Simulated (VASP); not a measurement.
Output of a VASP run:

OSZICAR:
```
       N       E                     dE             d eps       ncg     rms          rms(c)
DAV:   1    -0.226131875848E+01   -0.22613E+01   -0.18100E+03  2880   0.553E+02
DAV:   2    -0.756594795156E+01   -0.53046E+01   -0.50338E+01  4488   0.656E+01
DAV:   3    -0.760199948176E+01   -0.36052E-01   -0.36051E-01  3726   0.478E+00
DAV:   4    -0.760205845882E+01   -0.58977E-04   -0.58978E-04  4266   0.149E-01
DAV:   5    -0.760205859918E+01   -0.14036E-06   -0.14007E-06  3714   0.252E-03    0.125E+00
DAV:   6    -0.755161333188E+01    0.50445E-01   -0.70838E-03  3270   0.127E+00    0.767E-01
DAV:   7    -0.753201177068E+01    0.19602E-01   -0.75928E-03  3252   0.132E+00    0.299E-02
DAV:   8    -0.753198837747E+01    0.23393E-04   -0.14296E-05  4170   0.457E-02    0.102E-02
DAV:   9    -0.753198705042E+01    0.13271E-05   -0.30054E-06  3678   0.216E-02    0.974E-04
DAV:  10    -0.753198692834E+01    0.12207E-06   -0.42571E-09  3366   0.693E-04    0.287E-04
DAV:  11    -0.753198680462E+01    0.12373E-06   -0.30170E-09  1860   0.763E-04    0.743E-06
DAV:  12    -0.753198680058E+01    0.40365E-08   -0.13478E-10  1962   0.144E-04
   1 F= -.82648999E+01 E0= -.82649004E+01  d E =-.826490E+01
       N       E                     dE             d eps       ncg     rms          rms(c)
DAV:   1    -0.753212338590E+01   -0.13658E-03   -0.13367E-03  3654   0.246E-01    0.130E-02
DAV:   2    -0.753212223013E+01    0.11558E-05   -0.58720E-06  3540   0.226E-02    0.793E-03
DAV:   3    -0.753212112116E+01    0.11090E-05   -0.57770E-07  3900   0.473E-03    0.110E-04
DAV:   4    -0.753212112007E+01    0.10939E-08   -0.48818E-09  2334   0.706E-04
   2 F= -.82650311E+01 E0= -.82650399E+01  d E =-.131190E-03
```

File OUTCAR:
```
------------------------ aborting loop because EDIFF is reached ----------------------------------------
 Edisp (eV)   -0.73291
  FORCE on cell =-STRESS in cart. coord.  units (eV):
  Direction    XX          YY          ZZ          XY          YZ          ZX
  --------------------------------------------------------------------------------------
  Total      -0.37410    -0.37410    -0.36206     0.00000     0.00000    -0.00000
  in kB     -39.07463   -39.07462   -37.81702     0.00000     0.00000    -0.00000
  external pressure =      -38.66 kB  Pullay stress =        0.00 kB
  volume of cell :       15.34
      direct lattice vectors                 reciprocal lattice vectors
     1.119585722 -1.939179197 -0.000000000     0.446593763 -0.257841050  0.000000000
     1.119585722  1.939179197  0.000000000     0.446593763  0.257841050  0.000000000
     0.000000000  0.000000000  3.532662897     0.000000000 -0.000000000  0.283072580
 POSITION                                       TOTAL-FORCE (eV/Angst)
 -----------------------------------------------------------------------------------
      1.11959      0.64639      0.88317         0.000000     -0.000000      0.000000
      1.11959     -0.64639      2.64950        -0.000000      0.000000      0.000000
 -----------------------------------------------------------------------------------
    total drift:                                0.000000     -0.000004      0.000005
  FREE ENERGIE OF THE ION-ELECTRON SYSTEM (eV)
  ---------------------------------------------------
  free  energy   TOTEN  =        -8.2650311332 eV

  energy  without entropy=       -8.2650575441  energy(sigma->0) =       -8.26503994

 reached required accuracy - stopping structural energy minimisation
```
(Selected blocks of OUTCAR.)

POSCAR:
```
Be
1
    1.1206840586    -1.9410815686     0.0000000000
    1.1206840586     1.9410815686     0.0000000000
    0.0000000000     0.0000000000     3.5257418571
Be
2
Direct
  0.3333330000   0.6666670000   0.2500000000
  0.6666670000   0.3333330000   0.7500000000
```

### Question
Write an INCAR and KPOINTS that could have produced this output.

### Answer
Several could match; the one computed here: the input of the run itself, PBE GGA with D3 dispersion (Becke-Johnson damping), plane waves, VASP's PBE PAW potentials (set 64).

**INCAR**
```
ALGO=Normal
EDIFF=1E-7
EDIFFG=-0.01
ENCUT=520
GGA=PE
IBRION=2
ISIF=4
ISMEAR=1
IVDW=12
LASPH=.True.
LCHARG=.False.
LREAL=.False.
LWAVE=.False.
NELM=100
NSW=30
PREC=Accurate
SIGMA=0.1
SYSTEM=Be
```

File KPOINTS:
```
kpoints
0
G
19 19 10
0 0 0
```

POTCAR, in this order: Be (PBE.64 set). Program: vasp_std.

The compound is Be in the hcp structure. This cell is one point of a volume scan, at 1.03 of the reference volume. Symmetry was kept, so distortions that lower it aren't found.
